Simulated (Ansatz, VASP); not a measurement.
# MoS2 in two plane-wave programs, part 2 of 2

Aim: how closely do two programs agree when they are given the same cell, functional and k mesh? The cell is taken from a series of runs on this material, whose earlier steps may have relaxed, scaled, displaced or heated it; both programs get it as it stands.

VASP 6.6.1 and Ansatz 0.2.0.

So far: Set-up; Ansatz: single point, PBE0.

### 3. VASP: single point, PBE0

Level of this step: PBE0, no spin polarisation; plane waves and PAW (Mo_sv, S) (VASP).

The same cell, functional and mesh now go to VASP, with its own data sets.

Lines of VASP's logs that name or quote its potential files are left out, and so is its time.

The run reads the wave functions of an earlier VASP run, which isn't shown here.

INCAR reads:

```
SYSTEM = MoS2
PREC = Accurate
ENCUT = 400
EDIFF = 1E-06
NELM = 100
ISMEAR = 0
SIGMA = 0.01
LREAL = .FALSE.
ALGO = Normal
LHFCALC = .TRUE.
AEXX = 0.25
GGA = PE
LASPH = .TRUE.
NBANDS = 32
PRECFOCK = Fast
LORBIT = 11
LWAVE = .FALSE.
LCHARG = .FALSE.
KPAR = 8
ISIF = 2
```

POSCAR reads:

```
MoS2
1.0
    3.1690000000      0.0000000000      0.0000000000
   -1.5845000000      2.7444345046      0.0000000000
    0.0000000000      0.0000000000     12.3240000000
Mo S
2 4
Direct
    0.3333333333      0.6666666667      0.2500000000
    0.6666666667      0.3333333333      0.7500000000
    0.3333333333      0.6666666667      0.6230000000
    0.6666666667      0.3333333333      0.1230000000
    0.3333333333      0.6666666667      0.8770000000
    0.6666666667      0.3333333333      0.3770000000
```

KPOINTS reads:

```
Automatic mesh
0
Gamma
6 6 2
0 0 0
```

Potentials, in the order of the species: Mo_sv and S (PBE family, release 64).

The run is started by

```
$ mpirun -np 8 vasp_std
```

Numbers of over 12 decimals in the logs are rounded to 6 here.

Log:

```text
[banner, memory and clock lines left out]
running    8 mpi-ranks, on    1 nodes
 distrk:  each k-point on    1 cores,    8 groups
 distr:  one band on    1 cores,    1 groups

 POSCAR found type information on POSCAR MoS
 POSCAR found :  2 types and       6 ions
|                                                                             |
|           W    W    AA    RRRRR   N    N  II  N    N   GGGG   !!!           |
|           W    W   A  A   R    R  NN   N  II  NN   N  G    G  !!!           |
|           W    W  A    A  R    R  N N  N  II  N N  N  G       !!!           |
|           W WW W  AAAAAA  RRRRR   N  N N  II  N  N N  G  GGG   !            |
|           WW  WW  A    A  R   R   N   NN  II  N   NN  G    G                |
|           W    W  A    A  R    R  N    N  II  N    N   GGGG   !!!           |
|                                                                             |
|     For optimal performance we recommend to set                             |
|       NCORE = 2 up to number-of-cores-per-socket                            |
|     NCORE specifies how many cores store one orbital (NPAR=cpu/NCORE).      |
|     This setting can greatly improve the performance of VASP for DFT.       |
|     The default, NCORE=1 might be grossly inefficient on modern             |
|     multi-core architectures or massively parallel machines. Do your        |
|     Unfortunately you need to use the default for GW and RPA                |
|     calculations (for HF NCORE is supported but not extensively tested      |
|     yet).                                                                   |
|                                                                             |

 LDA part: xc-table for (Slater+PW92), standard interpolation
 found WAVECAR, reading the header
 POSCAR, INCAR and KPOINTS ok, starting setup
 FFT: planning ... GRIDC
 FFT: planning ... GRID_SOFT
 FFT: planning ... GRID
 reading WAVECAR
 the WAVECAR file was read successfully
 initial charge from wavefunction
 entering main loop
       N       E                     dE             d eps       ncg     rms          rms(c)
DAV:   1    -0.567926778689E+02   -0.56793E+02   -0.13324E+00   920   0.691E+00    0.361E+00
DAV:   2    -0.567534309536E+02    0.39247E-01   -0.16874E-01   896   0.324E+00    0.215E+00
DAV:   3    -0.567612605511E+02   -0.78296E-02   -0.48993E-02   960   0.128E+00    0.102E+00
DAV:   4    -0.567571585712E+02    0.41020E-02   -0.66076E-03   912   0.588E-01    0.442E-01
DAV:   5    -0.567577144872E+02   -0.55592E-03   -0.54319E-03  1000   0.301E-01    0.231E-01
DAV:   6    -0.567575239904E+02    0.19050E-03   -0.72077E-04   960   0.206E-01    0.150E-01
DAV:   7    -0.567575568028E+02   -0.32812E-04   -0.36428E-04  1016   0.100E-01    0.952E-02
DAV:   8    -0.567575480740E+02    0.87287E-05   -0.41013E-05  1008   0.535E-02    0.413E-02
DAV:   9    -0.567575501518E+02   -0.20778E-05   -0.31301E-05  1032   0.327E-02    0.174E-02
DAV:  10    -0.567575512046E+02   -0.10528E-05   -0.23574E-06   736   0.118E-02    0.117E-02
DAV:  11    -0.567575514401E+02   -0.23549E-06   -0.21138E-06   800   0.876E-03
   1 F= -.56757551E+02 E0= -.56757551E+02  d E =-.437541E-47
```

OUTCAR, selected parts (step 3):

```text
ion  position               nearest neighbor table
   1  0.333  0.667  0.250-   4 2.41   6 2.41   4 2.41   6 2.41   4 2.41   6 2.41
   2  0.667  0.333  0.750-   3 2.41   5 2.41   3 2.41   5 2.41   3 2.41   5 2.41
   3  0.333  0.667  0.623-   2 2.41   2 2.41   2 2.41
   4  0.667  0.333  0.123-   1 2.41   1 2.41   1 2.41
   5  0.333  0.667  0.877-   2 2.41   2 2.41   2 2.41
   6  0.667  0.333  0.377-   1 2.41   1 2.41   1 2.41

  LATTYP: Found a hexagonal cell.
 ALAT       =     3.1690000000
 C/A-ratio  =     3.8889239508

 Subroutine GETGRP returns: Found 24 space group operations
 (whereof 12 operations were pure point group operations)

The static configuration has the point symmetry D_3d.
 The point group associated with its full space group is D_6h.

 Found     14 irreducible k-points:

   k-points           NKPTS =     14   k-points in BZ     NKDIM =     72   number of bands    NBANDS=     32

   dimension x,y,z NGX =    24 NGY =   24 NGZ =   80
   dimension x,y,z NGXF=    48 NGYF=   48 NGZF=  160

   ENCUT  =  400.0 eV  29.40 Ry    5.42 a.u.   5.17  5.17 20.10*2*pi/ulx,y,z

   NELECT =      52.0000    total number of electrons

 k-points in reciprocal lattice and weights: Automatic mesh
   0.00000000  0.00000000  0.00000000       0.014
   0.16666667 -0.00000000  0.00000000       0.083
   0.33333333 -0.00000000  0.00000000       0.083
   0.50000000 -0.00000000  0.00000000       0.042
   0.16666667  0.16666667  0.00000000       0.083
   0.33333333  0.16666667  0.00000000       0.167
   0.33333333  0.33333333  0.00000000       0.028
   0.00000000  0.00000000  0.50000000       0.014
   0.16666667 -0.00000000  0.50000000       0.083
[...]
0.33333333  0.16666667  0.50000000       0.167
   0.33333333  0.33333333  0.50000000       0.028

  exchange ACFDT corr.  =         0.00000000  see jH, gK, PRB 81, 115126

 average (electrostatic) potential at core
       1 -69.2141       2 -69.2141       3 -80.5207       4 -80.5207       5 -80.5207
       6 -80.5207

 E-fermi :   6.8537

 k-point     1 :       0.0000    0.0000    0.0000
  band No.  band energies     occupation
    ...
     22       4.4213      2.00000
     23       4.4213      2.00000
     24       5.3161      2.00000
     25       5.4790      2.00000
     26       6.7539      2.00000
     27      10.2955      0.00000
     28      10.2955      0.00000
     29      10.3306      0.00000
     30      10.3306      0.00000
     31      10.4396      0.00000
    ...

 k-point     2 :       0.1667   -0.0000    0.0000
  band No.  band energies     occupation
    ...
     22       3.7893      2.00000
     23       4.4124      2.00000
     24       5.3438      2.00000
     25       5.4172      2.00000
     26       5.8965      2.00000
     27       9.5903      0.00000
     28       9.9738      0.00000
     29      10.0635      0.00000
     30      10.1984      0.00000
     31      10.2321      0.00000
    ...

 k-point     3 :       0.3333   -0.0000    0.0000
  band No.  band energies     occupation
    ...
     22       4.3683      2.00000
     23       4.3811      2.00000
     24       4.5149      2.00000
     25       4.7397      2.00000
     26       5.0062      2.00000
     27       9.4724      0.00000
     28       9.5808      0.00000
     29       9.7560      0.00000
     30      10.2551      0.00000
     31      10.7393      0.00000
    ...

  Total       -2.3229734     -2.3229734     -2.2181773      0.0000000      0.0000000      0.0000000
  in kB      -34.7238624    -34.7238624    -33.1573668      0.0000000      0.0000000      0.0000000
  external PRESSURE =     -34.2016972 kB  Pullay stress =       0.0000000 kB

  energy-cutoff  :      400.00
  volume of cell :      107.18
      direct lattice vectors                 reciprocal lattice vectors
     3.169000000  0.000000000  0.000000000     0.315556958  0.182186895  0.000000000
    -1.584500000  2.744434505  0.000000000     0.000000000  0.364373789  0.000000000
     0.000000000  0.000000000 12.324000000     0.000000000  0.000000000  0.081142486

 POSITION                                       TOTAL-FORCE (eV/Angst)
 -----------------------------------------------------------------------------------
     -0.00000      1.82962      3.08100         0.000000     -0.000000      0.000000
      1.58450      0.91481      9.24300         0.000000      0.000000      0.000000
     -0.00000      1.82962      7.67785        -0.000000     -0.000000      0.606441
      1.58450      0.91481      1.51585        -0.000000     -0.000000      0.606441
     -0.00000      1.82962     10.80815        -0.000000     -0.000000     -0.606441
      1.58450      0.91481      4.64615        -0.000000     -0.000000     -0.606441
 -----------------------------------------------------------------------------------
    total drift:                                0.000004      0.000004     -0.000015

  FREE ENERGIE OF THE ION-ELECTRON SYSTEM (eV)
  ---------------------------------------------------
  free  energy   TOTEN  =       -56.7575514401 eV

  energy  without entropy=      -56.7575514401  energy(sigma->0) =      -56.75755144

 total charge
# of ion       s       p       d       tot
------------------------------------------
    1        2.291   6.232   3.878  12.401
    2        2.291   6.232   3.878  12.401
    3        1.359   2.347   0.000   3.706
    4        1.359   2.347   0.000   3.706
    5        1.359   2.347   0.000   3.706
    6        1.359   2.347   0.000   3.706
--------------------------------------------------
tot         10.016  21.853   7.756  39.624

[... 3 further parts left out ...]
```

This run has no spin polarisation, so a moment on Mo, if there is one, isn't seen.

### 4. Side by side

Known differences besides the potentials themselves: exact exchange at q = 0 is treated differently, which shows on coarse meshes; VASP keeps PBE cores, Ansatz makes them for the functional; fixed occupations in Ansatz, narrow Gaussian smearing in VASP; the cutoff is 420 eV in Ansatz and 400 eV in VASP; VASP takes a coarser grid for exact exchange (PRECFOCK = Fast). Total energies have different zeros and are not compared.

Both answers:

| quantity | Ansatz | VASP | difference |
| --- | --- | --- | --- |
| gap on the k mesh (eV) | 2.111 | 2.146 | -0.035 |

A gap on the mesh is an upper bound, since the band edges may lie between its points.

### 5. Outcome

| Quantity | Value |
| --- | --- |
| difference in gap on the k mesh (single point, PBE0) | -0.035 eV |

The difference in gap on the k mesh is -0.035 eV (single point, PBE0), within the 0.08 eV picked in this series as the mark of a large difference. How closely two codes agree says nothing of how well the functional describes the real material.

[Lines on the potential files, build, host, timing and source positions are cut from VASP's logs without a mark.]

[Logs are printed without paths, hosts, clocks, repeated set-up lines and the standing remarks that a program may print on its own settings, such as how far it seeks lower states.]

[Hosts, paths, dates, database ids (printed as entryN), source tags and the programs' standing remarks are cut or masked in the printed files.]
